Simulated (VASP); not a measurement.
The input files of a VASP run:

**INCAR**
```
ALGO  =  Normal
EDIFF  =  1E-6
EDIFFG  =  -0.02
ENCUT  =  400
GGA  =  PS
IBRION  =  2
ISIF  =  3
ISMEAR  =  1
LASPH  =  .TRUE.
LCHARG  =  .FALSE.
LMAXMIX  =  4
LREAL  =  .FALSE.
LWAVE  =  .FALSE.
NELM  =  100
NSW  =  60
PREC  =  Accurate
SIGMA  =  0.1
SYSTEM  =  Ag2S
```

File POSCAR:
```
Ag2S
1
    3.9408569000     0.0000000000     0.0000000000
   -1.9704284500     3.4128821931     0.0000000000
    0.0000000000    -0.0000000000     4.0481513107
S Ag
1 2
Direct
  0.0000000000   0.0000000000   0.0000000000
  0.3333330000   0.6666670000   0.2968871588
  0.6666670000   0.3333330000   0.7031128412
```

File KPOINTS:
```
Automatic mesh
0
Gamma
8 8 7
0 0 0
```

POTCAR, in this order: S Ag (PBE.64 set). Program: vasp_std.

Q: Translate this PBEsol calculation to Ansatz.

A: One equivalent input (not run):
Ansatz 0.2 input:
```yaml
crystal:
  lattice:
    - [3.9408569, 0.0000000, 0.0000000]
    - [-1.9704284, 3.4128822, 0.0000000]
    - [0.0000000, 0.0000000, 4.0481513]
  atoms:
    - { symbol: S, position: [0.0000000, 0.0000000, 0.0000000] }
    - { symbol: Ag, position: [0.3333330, 0.6666670, 0.2968872] }
    - { symbol: Ag, position: [0.6666670, 0.3333330, 0.7031128] }
kpoints:
  mp_grid: { grid: [8, 8, 7] }
hamiltonian:
  xc: pbesol
  pseudopotentials: { kind: paw }
scf:
  occupations: { method: methfessel_paxton, width: 0.1 }
  max_iter: 100
relax:
  max_steps: 60
  f_tol: 0.02
  cell: {}
output: { forces: true, stress: true, eigenvalues: true }
```
What does not carry over: each code has its own PAW files, so the cut-off isn't converted (ENCUT is set for VASP's; basis.ecutwfc is left out, and Ansatz then takes the one that its files recommend); Ansatz stops its SCF on the density residual and VASP on the energy change (EDIFF).

The structure was generated: Ag2S was put into the CdI2 type (P-3m1), which need not be its known phase. This run relaxes it. Symmetry was kept, so distortions that lower it aren't found. The start is the result of an earlier pass.
